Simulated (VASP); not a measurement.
# GeB2C2 (P1) in VASP: relaxation of cell and atoms with PBE

Aim: the relaxation of cell and atoms of GeB2C2 with PBE.

Program: VASP 6.6.1. These are calculated values, not measurements. Logs are shortened: lines on timing, memory, paths and dates and some standing lists are left out, and cuts for length are marked.

**1. Starting point**

The typed cell holds 10 atoms: a = 5.565 Å, b = 4.751 Å, c = 5.600 Å, α = 93.16°, β = 88.75°, γ = 88.70°.

The cell was built by a generator and needn't be a form met in nature.

**2. Relaxation of cell and atoms, PBE**

Input file INCAR:

```
SYSTEM = GeB2C2
PREC = Normal ; ENCUT = 520
EDIFF = 1E-5 ; ISMEAR = 0
SIGMA = 0.15 ; LREAL = Auto
LASPH = .True. ; NELM = 80
ALGO = Fast ; ISIF = 3
LWAVE = .False. ; LCHARG = .False.
GGA = PE ; IBRION = 2
NSW = 110 ; EDIFFG = -0.03
ISYM = 0 ; KPAR = 2
```

Input file KPOINTS:

```
regular mesh
0
Gamma
  4 5 4
  0 0 0
```

Input file POSCAR:

```
GeB2C2
1.0
    5.5641919300      0.0630105400      0.0938185900
    0.0533117500      4.7505121100      0.0228840600
    0.0319011900     -0.3356801000      5.5901310200
Ge B C
2 4 4
Direct
    0.4956796600      0.0237411500      0.1568152300
    0.9815501400      0.0633814400      0.1889318600
    0.2466045600      0.1392807800      0.4901148100
    0.7493721300      0.1526991200      0.4971924900
    0.4933426000      0.6445075400      0.4492775600
    0.9959724000      0.6515760800      0.4916351800
    0.5235714100      0.3222630500      0.4913960100
    0.9868164100      0.3232133900      0.4989963600
    0.2423490300      0.8050680400      0.4872508000
    0.7696040800      0.8575812900      0.4630500900
```

Potentials or basis: VASP PAW PBE potentials, release 64 (Ge_d, B, C).

The run is started by

```bash
$ cat potpaw_PBE.64/Ge_d/POTCAR potpaw_PBE.64/B/POTCAR potpaw_PBE.64/C/POTCAR > POTCAR
$ mpirun -np 2 vasp_std > vasp.out
```

OUTCAR:

```text
SYSTEM = GeB2C2
   PREC = Normal
   ENCUT = 520
   EDIFF = 1E-5
   ISMEAR = 0
   LREAL = Auto
   LASPH = .True.
   NELM = 80
   ISIF = 3
   GGA = PE
   IBRION = 2
   NSW = 110
   EDIFFG = -0.03
   ISYM = 0

 ion  position               nearest neighbor table
   1  0.496  0.024  0.157-   7 2.30   3 2.33   4 2.46  10 2.47   5 2.50   2 2.72   2 2.86
   2  0.982  0.063  0.189-   8 2.08   4 2.15  10 2.20   3 2.28   1 2.72   1 2.86
   3  0.247  0.139  0.490-   9 1.59   8 1.67   7 1.79   2 2.28   1 2.33
   4  0.749  0.153  0.497-  10 1.41   7 1.48   8 1.57   2 2.15   1 2.46
   5  0.493  0.645  0.449-   7 1.57   9 1.58  10 1.86   1 2.50
   6  0.996  0.652  0.492-   8 1.56   9 1.57  10 1.59
   7  0.524  0.322  0.491-   4 1.48   5 1.57   3 1.79   1 2.30
   8  0.987  0.323  0.499-   6 1.56   4 1.57   3 1.67   2 2.08
   9  0.242  0.805  0.487-   6 1.57   5 1.58   3 1.59
  10  0.770  0.858  0.463-   4 1.41   6 1.59   5 1.86   2 2.20   1 2.47

IMPORTANT INFORMATION: All symmetrisations will be switched off!
NOSYMM: (Re-)initialisation of all symmetry stuff for point group C_1.

----------------------------------------------------------------------------------------

                                     Primitive cell

  volume of cell :     147.7707

  direct lattice vectors                    reciprocal lattice vectors
     5.564191930  0.063010540  0.093818590     0.179762732 -0.002011831 -0.001146659
     0.053311750  4.750512110  0.022884060    -0.002596795  0.210471809  0.012653378
     0.031901190 -0.335680100  5.590131020    -0.003006309 -0.000827834  0.178854129

  length of vectors
     5.565339531  4.750866356  5.600291389     0.179777647  0.210867811  0.178881309

  position of ions in fractional coordinates (direct lattice)
     0.495679660  0.023741150  0.156815230
     0.981550140  0.063381440  0.188931860
     0.246604560  0.139280780  0.490114810
     0.749372130  0.152699120  0.497192490
     0.493342600  0.644507540  0.449277560
     0.995972400  0.651576080  0.491635180
     0.523571410  0.322263050  0.491396010
     0.986816410  0.323213390  0.498996360
     0.242349030  0.805068040  0.487250800
     0.769604080  0.857581290  0.463050090

  ion indices of the primitive-cell ions
   primitive index   ion index
                 1           1
                 2           2
                 3           3
                 4           4
                 5           5
                 6           6
                 7           7
                 8           8
                 9           9
                10          10

----------------------------------------------------------------------------------------

 KPOINTS: regular mesh

Automatic generation of k-mesh.
 Grid dimensions read from file:
 generate k-points for:    4    5    4

 Generating k-lattice:

  Cartesian coordinates                     Fractional coordinates (reciprocal lattice)
     0.044940683 -0.000502958 -0.000286665     0.250000000 -0.000000000 -0.000000000
    -0.000519359  0.042094362  0.002530676     0.000000000  0.200000000 -0.000000000
    -0.000751577 -0.000206959  0.044713532     0.000000000  0.000000000  0.250000000

  Length of vectors
     0.044944412  0.042173562  0.044720327

  Shift w.r.t. Gamma in fractional coordinates (k-lattice)
     0.000000000  0.000000000  0.000000000

 Subroutine IBZKPT returns following result:
 ===========================================

 Found     42 irreducible k-points:

 Following reciprocal coordinates:
            Coordinates               Weight
  0.000000  0.000000  0.000000      1.000000
  0.250000 -0.000000  0.000000      2.000000
  0.500000 -0.000000  0.000000      1.000000
 -0.000000  0.200000 -0.000000      2.000000
  0.250000  0.200000 -0.000000      2.000000
  0.500000  0.200000 -0.000000      2.000000
[... 16 lines left out ...]
 -0.250000  0.400000  0.250000      2.000000
  0.000000 -0.400000  0.250000      2.000000
 [... further k-points ...]
   k-points           NKPTS =     42   k-points in BZ     NKDIM =     42   number of bands    NBANDS=     34
   number of dos      NEDOS =    301   number of ions     NIONS =     10
   total plane-waves  NPLWV =  28672
   dimension x,y,z NGX =    32 NGY =   28 NGZ =   32
   dimension x,y,z NGXF=    64 NGYF=   56 NGZF=   64
   ions per type =               2   4   4
   NGX,Y,Z   is equivalent  to a cutoff of   9.56,  9.80,  9.50 a.u.
   NGXF,Y,Z  is equivalent  to a cutoff of  19.12, 19.60, 19.00 a.u.
 SYSTEM =  GeB2C2
   PREC   = normal    normal or accurate (medium, high low for compatibility)
   ISTART =      0    job   : 0-new  1-cont  2-samecut
   ICHARG =      2    charge: 1-file 2-atom 10-const
   ISPIN  =      1    spin polarized calculation?
   LNONCOLLINEAR =      F non collinear calculations
   LSORBIT =      F    spin-orbit coupling
   LASPH  =      T    aspherical Exc in radial PAW
   ENCUT  =  520.0 eV  38.22 Ry    6.18 a.u.  10.35  8.83 10.41*2*pi/ulx,y,z
   NELM   =     80;   NELMIN=  2; NELMDL= -5     # of ELM steps
   EDIFF  = 0.1E-04   stopping-criterion for ELM
   LREAL  =      T    real-space projection
   EDIFFG = -.3E-01   stopping-criterion for IOM
   NSW    =    110    number of steps for IOM
   IBRION =      2    ionic relax: 0-MD 1-quasi-New 2-CG
   NFREE  =      1    steps in history (QN), initial steepest desc. (CG)
   ISIF   =      3    stress and relaxation
   ISYM   =      0    0-nonsym 1-usesym 2-fastsym
   POTIM  = 0.5000    time-step for ionic-motion
   TEBEG  =    0.0;   TEEND  =   0.0 temperature during run
   PSTRESS=    0.0 pullay stress
   NELECT =      56.0000    total number of electrons
   NUPDOWN=      -1.0000    fix difference up-down
   EMIN   =  10.00;   EMAX   =-10.00  energy-range for DOS
   EFERMI =   0.00;   METHOD = LEGACY
   ISMEAR =     0;   SIGMA  =   0.15  broadening in eV -4-tet -1-fermi 0-gaus
   EFERMI_NEDOS =   21; number of points for ismear=-14 and -15
   IALGO  =     68    algorithm
   IMIX   =      4    mixing-type and parameters
     AMIX     =   0.40;   BMIX     =  1.00
     AMIX_MAG =   1.60;   BMIX_MAG =  1.00
  volume/ion in A,a.u.               =      14.78        99.72
  Fermi-wavevector in a.u.,A,eV,Ry     =   1.184699  2.238757 19.095939  1.403512
  Thomas-Fermi vector in A             =   2.320908
   LORBIT       =      0    0 simple, 1 ext, 2 COOP (PROOUT), +10 PAW based schemes
   GGA     = PE    functional components
   LHFCALC =     F    Hartree Fock is set to
   AEXX    =    0.0000 exact exchange contribution
   IVDW    =     0    specifies the selected vdW correction
   LEPSILON=     F    determine dielectric tensor
   LRPA    =     F    only Hartree local field effects (RPA)
 conjugate gradient relaxation of ions
 non-spin polarized calculation
 RMM-DIIS sequential band-by-band and
 Gauss-broadening in eV      SIGMA  =   0.15
  energy-cutoff  :      520.00
  volume of cell :      147.77
 maximum number of plane-waves:      3996
   NGX = 21   NGY = 17   NGZ = 21

--------------------------------------- Ionic step        1  -------------------------------------------

 number of electron      56.0000118 magnetization

 Free energy of the ion-electron system (eV)
  ---------------------------------------------------
  ext. energy  EPLUGINS =         0.00000000
  ---------------------------------------------------
  free energy    TOTEN  =       -67.81601522 eV

  energy without entropy =      -67.80699764  energy(sigma->0) =      -67.81150643

------------------------ aborting loop because EDIFF is reached ----------------------------------------

  FORCE on cell =-STRESS in cart. coord.  units (eV):
  Direction    XX          YY          ZZ          XY          YZ          ZX
  --------------------------------------------------------------------------------------
  -------------------------------------------------------------------------------------
  Total       -1.4403462     -0.7685736      1.0859376     -3.4277073      1.7125053     -1.3059551
  in kB      -15.6166941     -8.3331206     11.7740824    -37.1642996     18.5675305    -14.1595831
  external PRESSURE =      -4.0585774 kB  Pullay stress =       0.0000000 kB
[... 113 lines left out ...]
  FREE ENERGIE OF THE ION-ELECTRON SYSTEM (eV)
  ---------------------------------------------------
  free  energy   TOTEN  =       -69.1848355970 eV

  energy  without entropy=      -69.1728975003  energy(sigma->0) =      -69.17886655

[... ionic steps 4 to 24 ...]

--------------------------------------- Ionic step       25  -------------------------------------------

 number of electron      56.0000011 magnetization

------------------------ aborting loop because EDIFF is reached ----------------------------------------

  FORCE on cell =-STRESS in cart. coord.  units (eV):
  Direction    XX          YY          ZZ          XY          YZ          ZX
  --------------------------------------------------------------------------------------
  -------------------------------------------------------------------------------------
  Total       -0.0003858      0.0210028      0.0204976      0.0161439      0.0096707      0.0266241
  in kB       -0.0043674      0.2377286      0.2320107      0.1827319      0.1094620      0.3013559
  external PRESSURE =       0.1551240 kB  Pullay stress =       0.0000000 kB
[... 73 lines left out ...]
  energy  without entropy=      -69.7543126653  energy(sigma->0) =      -69.75720673

--------------------------------------- Ionic step       27  -------------------------------------------

 number of electron      56.0000013 magnetization

 Free energy of the ion-electron system (eV)
  ---------------------------------------------------
  ext. energy  EPLUGINS =         0.00000000
  ---------------------------------------------------
  free energy    TOTEN  =       -69.76032616 eV

  energy without entropy =      -69.75447864  energy(sigma->0) =      -69.75740240

 E-fermi :   2.6905     XC(G=0):  -8.9345

 val. band max:        2.6075004115   @ k =  -0.0000  -0.0000   0.5000
 cond. band min:       2.7975540835   @ k =   0.2500   0.4000   0.0000
 fundamental gap:      0.1900536720
 Fermi energy:         2.6904981978

 k-point     1 :       0.0000    0.0000    0.0000
  band No.  band energies     occupation
      1     -22.3718      2.00000
      2     -22.3134      2.00000
      3     -22.2576      2.00000
      4     -22.2361      2.00000
      5     -22.2287      2.00000
      6     -22.2179      2.00000
[... 877 lines left out ...]
     33       7.2866      0.00000
     34       7.6780      0.00000

 [... further k-points ...]

------------------------ aborting loop because EDIFF is reached ----------------------------------------

  FORCE on cell =-STRESS in cart. coord.  units (eV):
  Direction    XX          YY          ZZ          XY          YZ          ZX
  --------------------------------------------------------------------------------------
  -------------------------------------------------------------------------------------
  Total        0.2040590      0.2041358      0.0832407     -0.0166706     -0.0146666      0.0224108
  in kB        2.3119503      2.3128203      0.9431009     -0.1888750     -0.1661701      0.2539101
  external PRESSURE =       1.8559571 kB  Pullay stress =       0.0000000 kB
[... 25 lines left out ...]
  FREE ENERGIE OF THE ION-ELECTRON SYSTEM (eV)
  ---------------------------------------------------
  free  energy   TOTEN  =       -69.7603261613 eV

  energy  without entropy=      -69.7544786413  energy(sigma->0) =      -69.75740240

 reached required accuracy - stopping structural energy minimisation
```

Wall time 11 min (2 MPI ranks of Intel Xeon Platinum 8259CL at 2.50GHz (Skylake/Cascade Lake), shared host); peak memory 0.26 GiB.

Results:

* Free energy: -69.7603 eV
* Relaxed volume: 14.14 Å³/atom
* Relaxed cell: a = 5.513 Å, b = 4.672 Å, c = 5.491 Å, α = 90.88°, β = 90.35°, γ = 89.99°
* Space group after relaxing (to 0.05 Å): Pm (No. 6)
* Energy gained by relaxing: 194.4 meV/atom
* Ionic steps: 27
* Pressure after relaxing: 0.2 GPa
* Largest force after relaxing: 0.029 eV/Å
* Band gap on the k mesh: 0.19 eV, indirect (least direct gap 1.01 eV)

Forces in eV/Å, atoms in the order of the input:
```
Ge   0.003 -0.003 -0.008
Ge  -0.003 -0.010  0.000
B   -0.002  0.010 -0.002
B    0.012  0.010 -0.002
B    0.006  0.007  0.000
B    0.009  0.001  0.002
C   -0.018 -0.007  0.022
C    0.003 -0.009  0.005
C   -0.008  0.014 -0.002
C   -0.001 -0.012 -0.014
```

Stress tensor (GPa, compression positive):
```
 0.23 -0.02  0.03
-0.02  0.23 -0.02
 0.03 -0.02  0.09
```

The path:
```csv
step,energy change (eV),largest force (eV/Å),pressure (GPa),volume (Å³)
1,0.0000,7.1388,-0.41,147.77
2,-0.7735,4.1192,-1.78,146.91
3,-1.3688,2.5547,-3.19,147.32
4,-1.5699,3.0510,2.33,141.53
5,-1.7314,1.2575,-0.50,143.75
6,-1.8495,0.7525,0.75,142.19
7,-1.8543,0.5303,0.48,142.44
8,-1.8957,0.2904,-0.34,142.78
9,-1.8972,0.3858,-0.48,142.85
10,-1.9159,0.2273,-0.26,142.24
11,-1.9168,0.3330,-0.03,142.06
12,-1.9270,0.1823,0.17,141.66
13,-1.9276,0.1884,0.36,141.54
14,-1.9341,0.1761,0.01,141.89
15,-1.9341,0.1739,-0.16,141.89
16,-1.9393,0.0975,-0.22,141.84
17,-1.9394,0.1226,-0.12,141.84
18,-1.9418,0.0994,0.00,141.60
19,-1.9418,0.1045,0.08,141.59
20,-1.9430,0.1080,0.06,141.58
21,-1.9430,0.0804,0.05,141.58
22,-1.9437,0.0675,-0.11,141.67
23,-1.9437,0.0572,-0.12,141.66
24,-1.9437,0.0624,-0.09,141.67
25,-1.9441,0.0380,0.02,141.55
26,-1.9441,0.0365,-0.05,141.55
27,-1.9443,0.0292,0.19,141.41
```

Final structure:
```
Ge B C
1.0
     5.51270    0.00179    0.01237
    -0.00117    4.67055    0.11485
    -0.04599   -0.21972    5.48681
Ge B C
2 4 4
Direct
  0.49736 0.02825 0.17420
  0.99724 0.03115 0.17444
  0.24911 0.16272 0.51037
  0.74890 0.16275 0.51054
  0.49863 0.65239 0.46841
  0.99854 0.65260 0.46857
  0.49894 0.32135 0.48147
  0.99882 0.32161 0.48219
  0.24867 0.82515 0.47205
  0.74864 0.82534 0.47241
```

Caveat: an odd mesh through Γ misses points on the zone boundary, where band edges often lie.
